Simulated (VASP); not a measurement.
OSZICAR of a VASP run on Ta (bcc):

File OSZICAR:
```
       N       E                     dE             d eps       ncg     rms          rms(c)
DAV:   1     0.452576298191E+02    0.45258E+02   -0.66907E+03  2978   0.118E+03
DAV:   2    -0.121221135415E+02   -0.57380E+02   -0.56773E+02  3796   0.249E+02
DAV:   3    -0.128083689850E+02   -0.68626E+00   -0.67167E+00  3426   0.268E+01
DAV:   4    -0.128141393437E+02   -0.57704E-02   -0.57770E-02  3397   0.193E+00
DAV:   5    -0.128141802322E+02   -0.40888E-04   -0.41213E-04  3309   0.133E-01    0.141E+01
DAV:   6    -0.124431015719E+02    0.37108E+00   -0.40360E-01  3086   0.768E+00    0.688E+00
DAV:   7    -0.123279250997E+02    0.11518E+00   -0.33378E-01  3108   0.658E+00    0.384E-01
DAV:   8    -0.123260057472E+02    0.19194E-02   -0.40195E-03  3206   0.864E-01    0.112E-01
DAV:   9    -0.123259922001E+02    0.13547E-04   -0.13307E-04  3150   0.147E-01    0.296E-02
DAV:  10    -0.123259910923E+02    0.11078E-05   -0.35325E-06  3436   0.268E-02    0.506E-03
DAV:  11    -0.123259904897E+02    0.60254E-06   -0.21901E-07  3164   0.635E-03    0.343E-04
DAV:  12    -0.123259905387E+02   -0.48977E-07   -0.23900E-09  1545   0.668E-04
   1 F= -.12325991E+02 E0= -.12325991E+02  d E =0.000000E+00
```

### Question
Which electronic solver shows in the log?

### Answer
It is blocked Davidson (ALGO = Normal, or the opening steps of other solvers). The INCAR had ALGO = Normal.

### Question
Can the final energy be trusted as converged?

### Answer
The run converged. It stopped with EDIFF = 1E-7, NELM = 100 (AM05 GGA, plane waves, VASP's PBE PAW potentials (set 64)).

The compound is Ta in the bcc structure. It was relaxed first.
